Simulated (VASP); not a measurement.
VASP ran on this input.

File POSCAR:
```
PbTe
1
    0.0000000000     3.2300000000     3.2300000000
    3.2300000000     0.0000000000     3.2300000000
    3.2300000000     3.2300000000     0.0000000000
Te Pb
1 1
Direct
  0.5000000000   0.5000000000   0.5000000000
  0.0000000000   0.0000000000   0.0000000000
```

**KPOINTS**
```
Automatic mesh
0
Gamma
7 7 7
0 0 0
```

### INCAR
```
ALGO = Normal
EDIFF = 1E-6
EDIFFG = -0.01
ENCUT = 400
IBRION = 2
ISIF = 3
ISMEAR = 0
LASPH = .TRUE.
LCHARG = .FALSE.
LMAXMIX = 4
LMIXTAU = .TRUE.
LREAL = .FALSE.
LWAVE = .FALSE.
METAGGA = R2SCAN
NELM = 100
NSW = 60
PREC = Accurate
SIGMA = 0.05
SYSTEM = PbTe
```

POTCAR, in this order: Te Pb_d (PBE.64 set). Program: vasp_std.

Q: Translate this r2SCAN calculation to Ansatz.

A: One equivalent input (not run):
Ansatz 0.2 input:
```yaml
crystal:
  lattice:
    - [0.0000000, 3.2300000, 3.2300000]
    - [3.2300000, 0.0000000, 3.2300000]
    - [3.2300000, 3.2300000, 0.0000000]
  atoms:
    - { symbol: Te, position: [0.5000000, 0.5000000, 0.5000000] }
    - { symbol: Pb, position: [0.0000000, 0.0000000, 0.0000000] }
kpoints:
  mp_grid: { grid: [7, 7, 7] }
hamiltonian:
  xc: r2scan
  pseudopotentials: { kind: paw }
scf:
  occupations: { method: gaussian, width: 0.05 }
  max_iter: 100
relax:
  max_steps: 60
  f_tol: 0.01
  cell: {}
output: { forces: true, stress: true, eigenvalues: true }
```
Limits of the translation: each code has its own PAW files, so the cut-off isn't converted (ENCUT is set for VASP's; basis.ecutwfc is left out, and Ansatz then takes the one that its files recommend); Ansatz stops its SCF on the density residual and VASP on the energy change (EDIFF).

The compound is PbTe in the rock salt structure. This run relaxes it. Symmetry was kept, so distortions that lower it aren't found.
